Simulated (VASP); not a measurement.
Output of a VASP run:

OUTCAR:
```
 ion  position               nearest neighbor table
   1  0.000  0.000  0.000-
  LATTYP: Found a face centered cubic cell.
 ALAT       =     3.5238778524
 Subroutine PRICEL returns:
 Original cell was already a primitive cell.
 Subroutine GETGRP returns: Found 48 space group operations
The static configuration has the point symmetry O_h .
The dynamic configuration has the point symmetry O_h .
 Subroutine INISYM returns: Found 48 space group operations
 Subroutine IBZKPT returns following result:
 Found    165 irreducible k-points:

 Following reciprocal coordinates:
            Coordinates               Weight
  0.000000  0.000000  0.000000      1.000000
  0.058824  0.000000  0.000000      8.000000
  0.117647  0.000000  0.000000      8.000000
  0.176471  0.000000  0.000000      8.000000
  0.235294  0.000000  0.000000      8.000000
  0.294118  0.000000  0.000000      8.000000
  0.352941  0.000000  0.000000      8.000000
  0.411765  0.000000  0.000000      8.000000
  0.470588  0.000000  0.000000      8.000000
  0.058824  0.058824  0.000000      6.000000
  0.117647  0.058824  0.000000     24.000000
  0.176471  0.058824  0.000000     24.000000
  0.235294  0.058824  0.000000     24.000000
  0.294118  0.058824  0.000000     24.000000
  0.352941  0.058824  0.000000     24.000000
  0.411765  0.058824  0.000000     24.000000
  0.470588  0.058824  0.000000     24.000000
 -0.470588  0.058824  0.000000     24.000000
 -0.411765  0.058824  0.000000     24.000000
 -0.352941  0.058824  0.000000     24.000000
 -0.294118  0.058824  0.000000     24.000000
 -0.235294  0.058824  0.000000     24.000000
 -0.176471  0.058824  0.000000     24.000000
 -0.117647  0.058824  0.000000     24.000000
 -0.058824  0.058824  0.000000     12.000000
  0.117647  0.117647  0.000000      6.000000
  0.176471  0.117647  0.000000     24.000000
  0.235294  0.117647  0.000000     24.000000
  0.294118  0.117647  0.000000     24.000000
  0.352941  0.117647  0.000000     24.000000
  0.411765  0.117647  0.000000     24.000000
  0.470588  0.117647  0.000000     24.000000
 -0.470588  0.117647  0.000000     24.000000
 -0.411765  0.117647  0.000000     24.000000
 -0.352941  0.117647  0.000000     24.000000
 -0.294118  0.117647  0.000000     24.000000
 -0.235294  0.117647  0.000000     24.000000
 -0.176471  0.117647  0.000000     24.000000
 -0.117647  0.117647  0.000000     12.000000
  0.176471  0.176471  0.000000      6.000000
   k-points           NKPTS =    165   k-points in BZ     NKDIM =    165   number of bands    NBANDS=      9
   number of dos      NEDOS =    301   number of ions     NIONS =      1
   total plane-waves  NPLWV =   8000
   dimension x,y,z NGX =    20 NGY =   20 NGZ =   20
   dimension x,y,z NGXF=    40 NGYF=   40 NGZF=   40
   ions per type =               1
   PREC   = accura    normal or accurate (medium, high low for compatibility)
   ISTART =      0    job   : 0-new  1-cont  2-samecut
   ICHARG =      2    charge: 1-file 2-atom 10-const
   ISPIN  =      1    spin polarized calculation?
   LNONCOLLINEAR =      F non collinear calculations
   LSORBIT =      F    spin-orbit coupling
   INIWAV =      1    electr: 0-lowe 1-rand  2-diag
   ENCUT  =  520.0 eV  38.22 Ry    6.18 a.u.   4.63  4.63  4.63*2*pi/ulx,y,z
   NELM   =    100;   NELMIN=  2; NELMDL= -5     # of ELM steps
   EDIFF  = 0.1E-06   stopping-criterion for ELM
   LREAL  =      F    real-space projection
   NLSPLINE    = F    spline interpolate recip. space projectors
   LMAXMIX     =    4 max onsite mixed and CHGCAR
   VOSKOWN=      0    Vosko Wilk Nusair interpolation
   EDIFFG = 0.1E-05   stopping-criterion for IOM
   NSW    =      0    number of steps for IOM
   NBLOCK =      1;   KBLOCK =      1    inner block; outer block
   IBRION =     -1    ionic relax: 0-MD 1-quasi-New 2-CG
   NFREE  =      0    steps in history (QN), initial steepest desc. (CG)
...
```

OSZICAR:
```
       N       E                     dE             d eps       ncg     rms          rms(c)
DAV:   1     0.602764621938E+02    0.60276E+02   -0.73289E+03  3050   0.279E+03
DAV:   2     0.993747207028E+01   -0.50339E+02   -0.47994E+02  3084   0.290E+02
DAV:   3     0.676657276038E+01   -0.31709E+01   -0.31418E+01  3654   0.115E+02
DAV:   4     0.671805156685E+01   -0.48521E-01   -0.48512E-01  3787   0.139E+01
DAV:   5     0.671734341174E+01   -0.70816E-03   -0.70815E-03  3882   0.144E+00    0.411E+00
DAV:   6     0.517467524881E+00   -0.61999E+01   -0.15875E+01  2970   0.763E+01    0.284E+00
DAV:   7    -0.154676820551E+01   -0.20642E+01   -0.61711E+00  3709   0.419E+01    0.386E+00
DAV:   8     0.666298853350E+00    0.22131E+01   -0.25923E+00  4431   0.269E+01    0.490E-01
DAV:   9     0.572515566753E+00   -0.93783E-01   -0.13761E+00  3176   0.311E+01    0.269E+00
DAV:  10     0.677228107105E+00    0.10471E+00   -0.14528E+00  3187   0.276E+01    0.683E-01
DAV:  11     0.687275878008E+00    0.10048E-01   -0.96097E-02  3218   0.827E+00    0.735E-02
DAV:  12     0.686643002517E+00   -0.63288E-03   -0.94612E-03  3485   0.234E+00    0.208E-01
DAV:  13     0.687561558172E+00    0.91856E-03   -0.53983E-03  3239   0.162E+00    0.157E-02
DAV:  14     0.687546297126E+00   -0.15261E-04   -0.28858E-05  3332   0.104E-01    0.146E-02
DAV:  15     0.687548761596E+00    0.24645E-05   -0.58307E-05  3163   0.211E-01    0.329E-03
DAV:  16     0.687550915815E+00    0.21542E-05   -0.28420E-06  3565   0.374E-02    0.170E-03
DAV:  17     0.687550336003E+00   -0.57981E-06   -0.10285E-06  3020   0.257E-02    0.781E-04
DAV:  18     0.687550510160E+00    0.17416E-06   -0.33518E-07  1770   0.157E-02    0.529E-04
DAV:  19     0.687550333254E+00   -0.17691E-06   -0.72878E-08  1566   0.727E-03    0.120E-04
DAV:  20     0.687550388172E+00    0.54918E-07   -0.13976E-09  1553   0.995E-04
   1 F= 0.68755039E+00 E0= 0.68754241E+00  d E =0.239312E-04
```

File OUTCAR:
```
------------------------ aborting loop because EDIFF is reached ----------------------------------------
  FORCE on cell =-STRESS in cart. coord.  units (eV):
  Direction    XX          YY          ZZ          XY          YZ          ZX
  --------------------------------------------------------------------------------------
  Total        0.3650227      0.3650227      0.3650227      0.0000000     -0.0000000      0.0000000
  in kB       53.4598721     53.4598721     53.4598721      0.0000000     -0.0000000      0.0000000
  external PRESSURE =      53.4598721 kB  Pullay stress =       0.0000000 kB
  volume of cell :       10.94
      direct lattice vectors                 reciprocal lattice vectors
     0.000000000  1.761938926  1.761938926    -0.283778281  0.283778281  0.283778281
     1.761938926  0.000000000  1.761938926     0.283778281 -0.283778281  0.283778281
     1.761938926  1.761938926  0.000000000     0.283778281  0.283778281 -0.283778281
 POSITION                                       TOTAL-FORCE (eV/Angst)
 -----------------------------------------------------------------------------------
      0.00000      0.00000      0.00000         0.000000      0.000000      0.000000
 -----------------------------------------------------------------------------------
    total drift:                               -0.000000     -0.000000      0.000000
  FREE ENERGIE OF THE ION-ELECTRON SYSTEM (eV)
  ---------------------------------------------------
  free  energy   TOTEN  =         0.6875503882 eV

  energy  without entropy=        0.6875264570  energy(sigma->0) =        0.68754241
```
(Selected blocks of OUTCAR.)

POSCAR:
```
Cu
1
    0.0000000000     1.7619389262     1.7619389262
    1.7619389262     0.0000000000     1.7619389262
    1.7619389262     1.7619389262     0.0000000000
Cu
1
Direct
  0.0000000000   0.0000000000   0.0000000000
```

Question: Write an INCAR and KPOINTS that could have produced this output.

Answer: This is not unique; one that fits is the input of the run itself, revTPSS meta-GGA, plane waves, VASP's PBE PAW potentials (set 64).

### KPOINTS
```
Automatic
0
gamma
  17 17 17
0 0 0
```

### INCAR
```
SYSTEM = Cu
PREC = Accurate
ENCUT = 520
EDIFF = 1E-7
NELM = 100
ALGO = Normal
LREAL = .FALSE.
LASPH = .TRUE.
ISMEAR = 1
SIGMA = 0.1
METAGGA = RTPSS
LMIXTAU = .TRUE.
LMAXMIX = 4
LWAVE = .FALSE.
LCHARG = .FALSE.
ISIF = 2
```

POTCAR, in this order: Cu (PBE.64 set). Program: vasp_std.

The compound is Cu in the fcc structure. This cell is one point of a volume scan, at 0.97 of the reference volume.
